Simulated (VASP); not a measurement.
All values below come from r2SCAN meta-GGA, VASP's PBE PAW potentials (set 64) (plane waves; VASP).

VASP ran on this input.

File KPOINTS:
```
Automatic mesh
0
Gamma
12 12 1
0 0 0
```

**INCAR**
```
SYSTEM=Cu(111) slab
PREC=Normal; ENCUT=400; LREAL=.FALSE.
LASPH=.TRUE.
EDIFF=1E-6; NELM=100; NELMIN=4
ALGO=Normal; LMAXMIX=4; LMIXTAU=.TRUE.
ISMEAR=1; SIGMA=0.1
METAGGA=R2SCAN
LWAVE=.FALSE.; LCHARG=.FALSE.; LORBIT=11
LVHAR=.TRUE.
DIPOL=0.5 0.5 0.5
LDIPOL=.TRUE.; IDIPOL=3
```

### POSCAR
```
Cu(111) slab
1
    2.5316847035     0.0000000000     0.0000000000
   -1.2658428476     2.1925031911     0.0000000000
    0.0000000000     0.0000000000    25.2123347250
Cu
5
Direct
  0.6666670000   0.3333330000   0.3374890074
  0.3333330000   0.6666670000   0.4185642245
  0.0000000000   0.0000000000   0.5000000000
  0.6666670000   0.3333330000   0.5814357755
  0.3333330000   0.6666670000   0.6625109926
```

POTCAR, in this order: Cu (PBE.64 set). Program: vasp_std. Read from the step before: WAVECAR.

Output of the run:

**OUTCAR**
```
 ion  position               nearest neighbor table
   1  0.667  0.333  0.337-   2 2.51   2 2.51   2 2.51
   2  0.333  0.667  0.419-   1 2.51   1 2.51   1 2.51   3 2.52   3 2.52   3 2.52
   3  0.000  0.000  0.500-   2 2.52   4 2.52   4 2.52   2 2.52   4 2.52   2 2.52
   4  0.667  0.333  0.581-   5 2.51   5 2.51   5 2.51   3 2.52   3 2.52   3 2.52
   5  0.333  0.667  0.663-   4 2.51   4 2.51   4 2.51
  LATTYP: Found a hexagonal cell.
 ALAT       =     2.5316847035
 C/A-ratio  =     9.9587182757
 Subroutine PRICEL returns:
 Original cell was already a primitive cell.
 Subroutine GETGRP returns: Found 12 space group operations
The static configuration has the point symmetry D_3d.
The dynamic configuration has the point symmetry D_3d.
 Subroutine INISYM returns: Found 12 space group operations
 Subroutine IBZKPT returns following result:
 Found     19 irreducible k-points:

 Following reciprocal coordinates:
            Coordinates               Weight
  0.000000  0.000000  0.000000      1.000000
  0.083333  0.000000  0.000000      6.000000
  0.166667  0.000000  0.000000      6.000000
  0.250000  0.000000  0.000000      6.000000
  0.333333  0.000000  0.000000      6.000000
  0.416667  0.000000  0.000000      6.000000
  0.500000  0.000000  0.000000      3.000000
  0.083333  0.083333  0.000000      6.000000
  0.166667  0.083333  0.000000     12.000000
  0.250000  0.083333  0.000000     12.000000
  0.333333  0.083333  0.000000     12.000000
  0.416667  0.083333  0.000000     12.000000
  0.166667  0.166667  0.000000      6.000000
  0.250000  0.166667  0.000000     12.000000
  0.333333  0.166667  0.000000     12.000000
  0.416667  0.166667  0.000000      6.000000
  0.250000  0.250000  0.000000      6.000000
  0.333333  0.250000  0.000000     12.000000
  0.333333  0.333333  0.000000      2.000000
   k-points           NKPTS =     19   k-points in BZ     NKDIM =     19   number of bands    NBANDS=     33
...
```

File OSZICAR:
```
       N       E                     dE             d eps       ncg     rms          rms(c)
DAV:   1    -0.530298269172E+02   -0.53030E+02   -0.11268E-04  2012   0.408E-01    0.198E-02
DAV:   2    -0.530298479702E+02   -0.21053E-04   -0.40102E-04  1490   0.967E-01    0.341E-02
DAV:   3    -0.530298184766E+02    0.29494E-04   -0.13717E-04  1490   0.605E-01    0.236E-03
DAV:   4    -0.530298155840E+02    0.28926E-05   -0.67077E-06  1338   0.333E-02    0.137E-03
DAV:   5    -0.530298107636E+02    0.48203E-05   -0.14353E-06   821   0.232E-02    0.138E-03
DAV:   6    -0.530298100166E+02    0.74704E-06   -0.48832E-07   788   0.187E-02
   1 F= -.53029810E+02 E0= -.53029409E+02  d E =-.120355E-02
```

### OUTCAR
```
------------------------ aborting loop because EDIFF is reached ----------------------------------------
  FORCE on cell =-STRESS in cart. coord.  units (eV):
  Direction    XX          YY          ZZ          XY          YZ          ZX
  --------------------------------------------------------------------------------------
  Total       -1.3795040     -1.3795039     -0.4632046      0.0000003      0.0000000      0.0000000
  in kB      -15.7932182    -15.7932171     -5.3029865      0.0000036      0.0000000      0.0000000
  external PRESSURE =     -12.2964740 kB  Pullay stress =       0.0000000 kB
  volume of cell :      139.95
      direct lattice vectors                 reciprocal lattice vectors
     2.531684703  0.000000000  0.000000000     0.394993894  0.228049928  0.000000000
    -1.265842848  2.192503191  0.000000000     0.000000000  0.456099678  0.000000000
     0.000000000  0.000000000 25.212334725     0.000000000  0.000000000  0.039663126
 POSITION                                       TOTAL-FORCE (eV/Angst)
 -----------------------------------------------------------------------------------
      1.26584      0.73083      8.50889        -0.000000      0.000000      0.005887
     -0.00000      1.46167     10.55298        -0.000000      0.000000      0.007670
      0.00000      0.00000     12.60617         0.000000      0.000000     -0.000000
      1.26584      0.73083     14.65935         0.000000     -0.000000     -0.007670
     -0.00000      1.46167     16.70345         0.000000      0.000000     -0.005887
 -----------------------------------------------------------------------------------
    total drift:                                0.000000      0.000000      0.000000
  FREE ENERGIE OF THE ION-ELECTRON SYSTEM (eV)
  ---------------------------------------------------
  free  energy   TOTEN  =       -53.0298100166 eV

  energy  without entropy=      -53.0286064637  energy(sigma->0) =      -53.02940883

 total charge

# of ion       s       p       d       tot
------------------------------------------
    1        0.473   0.328   9.201  10.002
    2        0.464   0.419   9.204  10.087
    3        0.469   0.433   9.189  10.092
    4        0.464   0.419   9.204  10.087
    5        0.473   0.328   9.201  10.002
--------------------------------------------------
tot          2.343   1.927  45.999  50.269
```
(Selected blocks of OUTCAR.)

### OUTCAR
```
 val. band max:        0.3797359400   @ k =   0.1667   0.1667   0.0000

 cond. band min:       0.4583075591   @ k =   0.0833   0.0833   0.0000


 Fermi energy:         0.4252273633

 k-point     1 :       0.0000    0.0000    0.0000
  band No.  band energies     occupation
      1      -9.1712      2.00000
      2      -8.2622      2.00000
      3      -6.8349      2.00000
      4      -5.5312      2.00000
      5      -5.0194      2.00000
      6      -2.9058      2.00000
      7      -2.8911      2.00000
      8      -2.8149      2.00000
      9      -2.8143      2.00000
     10      -2.7243      2.00000
     11      -2.7216      2.00000
     12      -2.7210      2.00000
     13      -2.6949      2.00000
     14      -2.6945      2.00000
     15      -2.4877      2.00000
     16      -2.4872      2.00000
     17      -2.4507      2.00000
     18      -2.4500      2.00000
     19      -2.3284      2.00000
     20      -1.9194      2.00000
     21      -1.9192      2.00000
     22      -1.8894      2.00000
     23      -1.8893      2.00000
     24      -1.6563      2.00000
     25      -1.6563      2.00000
     26      -1.4227      2.00000
     27      -1.4227      2.00000
     28      -1.3080      2.00000
     29      -1.3079      2.00000
     30      -0.6408      2.00000
     31       0.0824      2.00001
     32       4.8737      0.00000
     33       5.2503      0.00000

 k-point     2 :       0.0833    0.0000    0.0000
  band No.  band energies     occupation
      1      -8.9354      2.00000
      2      -8.0338      2.00000
      3      -6.6205      2.00000
      4      -5.3400      2.00000
      5      -4.8652      2.00000
      6      -3.0354      2.00000
      7      -2.9880      2.00000
      8      -2.8690      2.00000
      9      -2.7821      2.00000
     10      -2.7453      2.00000
     11      -2.7392      2.00000
     12      -2.7114      2.00000
     13      -2.6474      2.00000
     14      -2.6324      2.00000
     15      -2.5194      2.00000
...
```

The cell is a thin slab with vacuum, built from Cu (fcc): (111) face.
